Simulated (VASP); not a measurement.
Computed with r2SCAN meta-GGA, VASP's PBE PAW potentials (set 64) (plane waves; VASP).

The input files of a VASP run:

File KPOINTS_OPT:
```
k-points along high-symmetry lines
10
Line-mode
Reciprocal
  0.000000   0.000000   0.000000 ! GAMMA
  0.000000   0.500000   0.000000 ! X

  0.000000   0.500000   0.000000 ! X
  0.500000   0.500000   0.000000 ! M

  0.500000   0.500000   0.000000 ! M
  0.000000   0.000000   0.000000 ! GAMMA

  0.000000   0.000000   0.000000 ! GAMMA
  0.500000   0.500000   0.500000 ! R

  0.500000   0.500000   0.500000 ! R
  0.000000   0.500000   0.000000 ! X

  0.500000   0.500000   0.500000 ! R
  0.500000   0.500000   0.000000 ! M
```

KPOINTS:
```
Automatic
0
Gamma
 15 15 15
```

### INCAR
```
ALGO=Normal
EDIFF=1E-7
ENCUT=520
ISIF=2
ISMEAR=-5
LASPH=.TRUE.
LCHARG=.FALSE.
LMAXMIX=4
LMIXTAU=.TRUE.
LORBIT=11
LREAL=.FALSE.
LWAVE=.FALSE.
METAGGA=R2SCAN
NEDOS=601
NELM=100
PREC=Accurate
SYSTEM=TiC
```

POSCAR:
```
TiC
1
    2.7080473288    -0.0000000000     0.0000000000
   -0.0000000000     2.7080473288     0.0000000000
   -0.0000000000    -0.0000000000     2.7080473288
Ti C
1 1
Direct
  0.0000000000   0.0000000000   0.0000000000
  0.5000000000   0.5000000000   0.5000000000
```

POTCAR, in this order: Ti_sv C (PBE.64 set). Program: vasp_std.

The run wrote:

File OSZICAR:
```
       N       E                     dE             d eps       ncg     rms          rms(c)
DAV:   1     0.111812689801E+03    0.11181E+03   -0.86463E+03  2892   0.163E+03
DAV:   2    -0.209105969480E+02   -0.13272E+03   -0.12676E+03  2972   0.398E+02
DAV:   3    -0.309741835494E+02   -0.10064E+02   -0.93277E+01  3976   0.995E+01
DAV:   4    -0.313979036722E+02   -0.42372E+00   -0.42200E+00  3688   0.185E+01
DAV:   5    -0.314177487414E+02   -0.19845E-01   -0.19850E-01  3968   0.345E+00    0.171E+01
DAV:   6    -0.238184342327E+02    0.75993E+01   -0.39151E+01  3908   0.858E+01    0.107E+01
DAV:   7    -0.223452624458E+02    0.14732E+01   -0.10152E+01  3796   0.375E+01    0.443E+00
DAV:   8    -0.222637211351E+02    0.81541E-01   -0.70342E-01  3344   0.709E+00    0.252E+00
DAV:   9    -0.223402707837E+02   -0.76550E-01   -0.40394E-01  3636   0.903E+00    0.187E+00
DAV:  10    -0.222776915897E+02    0.62579E-01   -0.33880E-01  3580   0.792E+00    0.520E-01
DAV:  11    -0.222799680604E+02   -0.22765E-02   -0.90966E-03  3372   0.103E+00    0.435E-01
DAV:  12    -0.222795421673E+02    0.42589E-03   -0.34278E-03  3124   0.919E-01    0.403E-01
DAV:  13    -0.222775146627E+02    0.20275E-02   -0.14397E-02  3648   0.158E+00    0.895E-02
DAV:  14    -0.222776870455E+02   -0.17238E-03   -0.53173E-04  3352   0.283E-01    0.700E-02
DAV:  15    -0.222777231388E+02   -0.36093E-04   -0.21173E-04  3336   0.208E-01    0.290E-02
DAV:  16    -0.222777342241E+02   -0.11085E-04   -0.31675E-05  3224   0.651E-02    0.102E-02
DAV:  17    -0.222777340979E+02    0.12620E-06   -0.22652E-06  3524   0.194E-02    0.999E-03
DAV:  18    -0.222777478293E+02   -0.13731E-04   -0.27978E-06  3708   0.261E-02    0.307E-03
DAV:  19    -0.222777520322E+02   -0.42029E-05   -0.95765E-07  3620   0.838E-03    0.916E-04
DAV:  20    -0.222777524242E+02   -0.39196E-06   -0.43603E-08  1548   0.275E-03    0.584E-04
DAV:  21    -0.222777532790E+02   -0.85488E-06   -0.14829E-08  1492   0.105E-03    0.347E-04
DAV:  22    -0.222777533623E+02   -0.83240E-07   -0.87016E-09  1488   0.150E-03
   1 F= -.22277753E+02 E0= -.22277753E+02  d E =0.000000E+00
       N       E                     dE             ncg
```

File OUTCAR:
```
------------------------ aborting loop because EDIFF is reached ----------------------------------------
  FORCE on cell =-STRESS in cart. coord.  units (eV):
  Direction    XX          YY          ZZ          XY          YZ          ZX
  --------------------------------------------------------------------------------------
  Total        0.0327230      0.0327230      0.0327230     -0.0000000      0.0000000      0.0000000
  in kB        2.6399445      2.6399445      2.6399445     -0.0000000      0.0000000      0.0000000
  external PRESSURE =       2.6399445 kB  Pullay stress =       0.0000000 kB
  volume of cell :       19.86
      direct lattice vectors                 reciprocal lattice vectors
     2.708047329  0.000000000  0.000000000     0.369269765  0.000000000  0.000000000
     0.000000000  2.708047329  0.000000000     0.000000000  0.369269765  0.000000000
     0.000000000  0.000000000  2.708047329     0.000000000  0.000000000  0.369269765
 POSITION                                       TOTAL-FORCE (eV/Angst)
 -----------------------------------------------------------------------------------
      0.00000      0.00000      0.00000         0.000000      0.000000      0.000000
      1.35402      1.35402      1.35402         0.000000      0.000000      0.000000
 -----------------------------------------------------------------------------------
    total drift:                               -0.000000      0.000000     -0.000000
  FREE ENERGIE OF THE ION-ELECTRON SYSTEM (eV)
  ---------------------------------------------------
  free  energy   TOTEN  =       -22.2777533623 eV

  energy  without entropy=      -22.2777533623  energy(sigma->0) =      -22.27775336

 total charge

# of ion       s       p       d       tot
------------------------------------------
    1        2.195   6.181   1.966  10.342
    2        0.914   1.413   0.000   2.327
--------------------------------------------------
tot          3.109   7.594   1.966  12.669
```
(Selected blocks of OUTCAR.)

For a metal the tetrahedron method with Blöchl corrections gives inexact stress and forces.

The structure was generated: TiC was put into the CsCl type type (Pm-3m), which need not be its known phase. It was relaxed first, which changed the volume by -31 %.
